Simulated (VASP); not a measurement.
VASP ran on this input.

INCAR:
```
SYSTEM = C
PREC = Accurate; ENCUT = 520; LREAL = .FALSE.
LASPH = .TRUE.
EDIFF = 1E-6; NELM = 100; ALGO = Normal
ISMEAR = 0; SIGMA = 0.05
GGA = PS
IBRION = 2; NSW = 60; ISIF = 3
EDIFFG = -0.01
LWAVE = .FALSE.; LCHARG = .FALSE.
```

### KPOINTS
```
Automatic mesh
0
Gamma
11 11 7
0 0 0
```

**POSCAR**
```
C
1
    2.1273200000    -1.2282800000     0.0000000000
    2.1273200000     1.2282800000     0.0000000000
   -1.3790690000     0.0000000000     3.5028350000
C
2
Direct
  0.8333600000   0.8333600000   0.0000900000
  0.1666400000   0.1666400000   0.9999100000
```

POTCAR, in this order: C (PBE.64 set). Program: vasp_std.

Question: Translate this PBEsol calculation to Quantum ESPRESSO's pw.x.

Answer: One equivalent input (not run):
```
&CONTROL
  calculation = 'vc-relax'
  pseudo_dir = './pseudo'
  outdir = './out'
  tprnfor = .true.
  tstress = .true.
  nstep = 60
  forc_conv_thr = 0.00039
/
&SYSTEM
  ibrav = 0
  nat = 2
  ntyp = 1
  ecutwfc = 82
  occupations = 'smearing'
  smearing = 'gaussian'
  degauss = 0.003675
  input_dft = 'pbesol'
/
&ELECTRONS
  conv_thr = 7.3e-08
  electron_maxstep = 100
/
&IONS
/
&CELL
/
ATOMIC_SPECIES
  C 12.011 C.upf
CELL_PARAMETERS angstrom
     2.1273200   -1.2282800    0.0000000
     2.1273200    1.2282800    0.0000000
    -1.3790690    0.0000000    3.5028350
ATOMIC_POSITIONS crystal
  C    0.8333600  0.8333600  0.0000900
  C    0.1666400  0.1666400  0.9999100
K_POINTS automatic
  11 11 7 0 0 0
```
What does not carry over: the potentials are each code's own (VASP's PAW set, PseudoDojo norm-conserving files in pw.x), so ENCUT and ecutwfc are chosen apart and not converted; conv_thr bounds pw.x's estimated SCF error, while EDIFF bounds the energy change between steps; forc_conv_thr acts on force components and is met together with etot_conv_thr.

The structure comes from a computed database's C entry (C2/m); how it stands against other phases isn't given here. This run relaxes it. Symmetry was kept, so distortions that lower it aren't found.
